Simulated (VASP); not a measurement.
Computed with PBE GGA, VASP's PBE PAW potentials (set 64) (plane waves; VASP).

The input files of a VASP run:

File KPOINTS:
```
k-points along high-symmetry lines
15
Line-mode
Reciprocal
  0.000000   0.000000   0.000000 ! GAMMA
 -0.500000  -0.500000   0.000000 ! X

 -0.500000  -0.500000   0.000000 ! X
 -0.375000  -0.375000   0.250000 ! U

 -0.375000   0.000000   0.375000 ! K
  0.000000   0.000000   0.000000 ! GAMMA

  0.000000   0.000000   0.000000 ! GAMMA
  0.000000   0.000000   0.500000 ! L

  0.000000   0.000000   0.500000 ! L
 -0.500000  -0.250000   0.250000 ! W

 -0.500000  -0.250000   0.250000 ! W
 -0.500000  -0.500000   0.000000 ! X
```

File POSCAR:
```
GaAs
2.8739530
  0.0000000000   0.9999998405   0.9999998405
  0.9999998405   0.0000000000   0.9999998405
  0.9999998405   0.9999998405   0.0000000000
Ga As
1 1
direct
  0.0000000000   0.0000000000   0.0000000000
  0.2500000000   0.2500000000   0.2500000000
```

INCAR:
```
! general
SYSTEM  = GaAs
PREC    = Accurate
ENCUT   = 520
LREAL   = .False.   ! projection in real space or not
LASPH   = .True.
ICHARG  = 11   ! fixed density

! electronic loop
EDIFF   = 1E-7   ! SCF stop (eV)
NELM    = 100
ALGO    = Normal   ! blocked Davidson
LMAXMIX = 4   ! l cut-off of mixed one-centre charges

! smearing
ISMEAR  = 0
SIGMA   = 0.05

! functional
GGA     = PE   ! PBE

! output
LWAVE   = .False.
LCHARG  = .False.
LORBIT  = 11
```

POTCAR, in this order: Ga_d As (PBE.64 set). Program: vasp_std. Read from the step before: CHGCAR.

Output of the run:

File OUTCAR:
```
 ion  position               nearest neighbor table
   1  0.000  0.000  0.000-   2 2.49   2 2.49   2 2.49   2 2.49
   2  0.250  0.250  0.250-   1 2.49   1 2.49   1 2.49   1 2.49
  LATTYP: Found a face centered cubic cell.
 ALAT       =     5.7479050834
 Subroutine PRICEL returns:
 Original cell was already a primitive cell.
 Subroutine GETGRP returns: Found 24 space group operations
The static configuration has the point symmetry T_d .
The dynamic configuration has the point symmetry T_d .
 Subroutine INISYM returns: Found 24 space group operations
   k-points           NKPTS =     90   k-points in BZ     NKDIM =     90   number of bands    NBANDS=     13
   number of dos      NEDOS =    301   number of ions     NIONS =      2
   total plane-waves  NPLWV =  27000
   dimension x,y,z NGX =    30 NGY =   30 NGZ =   30
   dimension x,y,z NGXF=    60 NGYF=   60 NGZF=   60
   ions per type =               1   1
   PREC   = accura    normal or accurate (medium, high low for compatibility)
   ISTART =      0    job   : 0-new  1-cont  2-samecut
   ICHARG =     11    charge: 1-file 2-atom 10-const
   ISPIN  =      1    spin polarized calculation?
   LNONCOLLINEAR =      F non collinear calculations
   LSORBIT =      F    spin-orbit coupling
   INIWAV =      1    electr: 0-lowe 1-rand  2-diag
   ENCUT  =  520.0 eV  38.22 Ry    6.18 a.u.   7.56  7.56  7.56*2*pi/ulx,y,z
...
```

**OSZICAR**
```
       N       E                     dE             d eps       ncg     rms          rms(c)
DAV:   1     0.799368756569E+02    0.79937E+02   -0.92731E+03  2396   0.188E+03
DAV:   2    -0.350947197710E+00   -0.80288E+02   -0.77266E+02  2520   0.325E+02
DAV:   3    -0.666807083159E+01   -0.63171E+01   -0.62367E+01  2975   0.742E+01
DAV:   4    -0.678007419152E+01   -0.11200E+00   -0.11177E+00  2718   0.108E+01
DAV:   5    -0.678197745085E+01   -0.19033E-02   -0.19031E-02  2953   0.124E+00
DAV:   6    -0.678204541247E+01   -0.67962E-04   -0.67961E-04  3163   0.205E-01
DAV:   7    -0.678204634016E+01   -0.92768E-06   -0.92800E-06  2936   0.183E-02
DAV:   8    -0.678204636616E+01   -0.26002E-07   -0.25720E-07  2089   0.272E-03
   1 F= -.67820464E+01 E0= -.67818873E+01  d E =-.318158E-03
```

OUTCAR:
```
 val. band max:        3.4786320837   @ k =   0.0000   0.0000   0.0000

 cond. band min:       3.6319825870   @ k =   0.0000   0.0000   0.0000



 k-point     1 :       0.0000    0.0000    0.0000
  band No.  band energies     occupation
      1     -11.2473      2.00000
      2     -11.2473      2.00000
      3     -11.2473      2.00000
      4     -11.1796      2.00000
      5     -11.1796      2.00000
      6      -8.9022      2.00000
      7       3.4786      1.98375
      8       3.4786      1.98375
      9       3.4786      1.98375
     10       3.6320      0.05310
     11       7.1934      0.00000
     12       7.1934      0.00000
     13       7.1934      0.00000

 k-point     2 :      -0.0357   -0.0357    0.0000
  band No.  band energies     occupation
      1     -11.2488      2.00000
      2     -11.2468      2.00000
      3     -11.2468      2.00000
      4     -11.1798      2.00000
      5     -11.1795      2.00000
      6      -8.8835      2.00000
      7       2.9333      2.00000
      8       3.4167      1.99997
      9       3.4167      1.99997
     10       4.1742      0.00000
     11       7.1220      0.00000
     12       7.2792      0.00000
     13       7.2792      0.00000

 k-point     3 :      -0.0714   -0.0714    0.0000
  band No.  band energies     occupation
      1     -11.2532      2.00000
      2     -11.2454      2.00000
      3     -11.2454      2.00000
      4     -11.1803      2.00000
      5     -11.1791      2.00000
      6      -8.8276      2.00000
      7       2.3221      2.00000
      8       3.2474      2.00000
      9       3.2474      2.00000
     10       4.7699      0.00000
     11       6.9348      0.00000
     12       7.5199      0.00000
     13       7.5199      0.00000

 k-point     4 :      -0.1071   -0.1071    0.0000
  band No.  band energies     occupation
      1     -11.2600      2.00000
      2     -11.2430      2.00000
      3     -11.2430      2.00000
      4     -11.1813      2.00000
...
```

The density is held fixed in this step, so its total energy and stress have no physical meaning.

The compound is GaAs in the zinc blende structure. It was relaxed first, which changed the volume by +5 %.
